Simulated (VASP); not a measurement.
Wanted: the native input for a VASP 6.6.1 run.

```
Task                   : single point
Functional             : LDA
Potentials or basis    : VASP PAW LDA potentials, release 64 (Ti_sv, Al)
Cutoff                 : 520 eV
k mesh                 : 21 × 21 × 10
Occupations            : gaussian, width 0.15 eV
Spin                   : no spin polarisation
Dipole correction      : no
Further INCAR settings : ALGO = Fast; EDIFF = 1e-06; NBANDS = 14
```

The structure of TiAl lies in POSCAR:

```
TiAl
1.0
    2.8672622327      0.0000000000      0.0000000000
   -1.4336311163      2.4831219328      0.0000000000
    0.0000000000      0.0000000000      4.8184254900
Ti Al
1 1
Direct
    0.0000000000      0.0000000000      0.0000000000
    0.3333333333      0.6666666667      0.5000000000
```

The cell comes from a database or a generator and needn't be the stable form of this composition.

The cell isn't the ideal one: strain +0.000 along x and y, +0.030 along z, atoms carried along.

These files were run (other wordings do the same):

INCAR

```
PREC = Accurate
ENCUT = 520
EDIFF = 1E-6
ISMEAR = 0
SIGMA = 0.15
LREAL = F
LASPH = T
NELM = 100
ALGO = Fast
ISIF = 2
LWAVE = F
LCHARG = F
NBANDS = 14
```

KPOINTS

```
Automatic mesh
0
Gamma
  21 21 10
```

Potentials or basis: VASP PAW LDA potentials, release 64 (Ti_sv, Al).

Command:

```bash
$ cat potpaw_LDA.64/Ti_sv/POTCAR potpaw_LDA.64/Al/POTCAR > POTCAR
$ mpirun -np 1 vasp_std > vasp.out
```

It gave:

The pressure is -8.7 GPa. The band gap on the k mesh is none (metal or under the smearing width).

Wall time 2.5 min on 1 thread of Intel(R) Xeon(R) Platinum 8488C (Sapphire Rapids), on a shared host, peak memory 0.25 GiB.
